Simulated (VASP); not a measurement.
```yaml
crystal:
  lattice:
    - [-3.00755, 3.00755, 2.38104]
    - [3.00755, -3.00755, 2.38104]
    - [3.00755, 3.00755, -2.38104]
  atoms:
    - { symbol: Al, position: [0.65829, 0.15829, 0.81659] }
    - { symbol: Al, position: [0.15829, 0.34171, 0.50000] }
    - { symbol: Al, position: [0.84171, 0.65829, 0.50000] }
    - { symbol: Al, position: [0.34171, 0.84171, 0.18341] }
    - { symbol: Cu, position: [0.75000, 0.75000, 0.00000] }
    - { symbol: Cu, position: [0.25000, 0.25000, 0.00000] }
```

Level of theory: r2SCAN meta-GGA, VASP's PBE PAW potentials (set 64) (plane waves; VASP). Run with 400 eV cut-off, 9×9×9 Γ-centred mesh, tetrahedra with Blöchl corrections, potentials Al Cu.

For a metal the tetrahedron method with Blöchl corrections gives inexact stress and forces.

Task: Which forces act on the atoms, in eV/Å?

Result: 
```
atom      Fx      Fy     Fz
----  ------  ------  -----
Al1    0.039   0.039  0.000
Al2   -0.039   0.039  0.000
Al3    0.039  -0.039  0.000
Al4   -0.039  -0.039  0.000
Cu5    0.000   0.000  0.000
Cu6    0.000   0.000  0.000
```

Task: Give the stress tensor in GPa (positive for a compressed cell).

Result: 
```
-0.50   0.00   0.00
 0.00  -0.50   0.00
 0.00   0.00   0.21
```
The pressure is its mean diagonal, -0.26 GPa.

The compound is Al2Cu in the sg140 structure. It was relaxed first.
